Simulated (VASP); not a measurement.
```
Li3NaCl4
1.0
   -0.00150     5.20582     5.20434
    5.20582    -0.00150     5.20434
    2.60216     2.60216     0.00000
Na Cl Li
1 4 3
Cartesian
  2.60066   7.80798   5.20434
  2.60216   2.60216   2.68319
  5.12400   2.68248   5.20434
  2.68248   5.12400   5.20434
  5.20432   5.20432   7.72549
  5.20357   7.80723   7.80652
  2.60141   5.20507   2.60217
  5.20432   5.20432   5.20434
```

Level of theory: PBEsol GGA, VASP's PBE PAW potentials (set 64) (plane waves; VASP 6.6.1). Settings: 520 eV cut-off, Gaussian smearing of 0.050 eV, potentials Na_pv Cl Li_sv.

Question: Give the energies of bands 12 to 25 at the high-symmetry points, in eV from the valence-band maximum.

Answer: 
```tsv
band	Γ	Y	C0	Z	A0	T	S	R
12	-2.75	-2.07	-1.95	-2.14	-2.69	-2.75	-2.39	-2.44
13	-2.74	-1.63	-1.76	-2.10	-2.63	-2.74	-1.68	-2.42
14	-1.07	-1.52	-1.70	-2.08	-2.58	-2.74	-1.51	-2.33
15	-1.02	-1.44	-1.63	-1.93	-1.13	-1.07	-1.26	-1.40
16	-0.34	-1.16	-0.79	-1.87	-1.06	-1.05	-1.13	-1.30
17	-0.30	-0.62	-0.69	-1.35	-1.05	-1.02	-0.84	-1.25
18	-0.30	-0.61	-0.57	-1.31	-1.00	-1.01	-0.60	-1.02
19	-0.27	-0.58	-0.55	-1.04	-0.64	-0.31	-0.17	-0.81
20	-0.02	-0.46	-0.50	-1.04	-0.50	-0.31	-0.17	-0.81
21	-0.01	-0.33	-0.39	-0.30	-0.38	-0.28	-0.15	-0.54
22	0.00	-0.24	-0.13	-0.30	-0.35	-0.27	-0.15	-0.54
23	5.86	7.67	7.50	7.79	7.08	6.59	6.76	7.84
24	6.58	8.01	7.94	8.55	7.16	6.79	7.04	7.91
25	6.76	8.23	7.98	9.37	7.85	7.66	7.97	7.95
```

The gap is direct, 5.86 eV, from the valence maximum at Γ to the conduction minimum at Γ.

The structure was generated: Li3NaCl4 was put into an ordered model structure (Cmmm), which need not be its known phase. It was relaxed first.
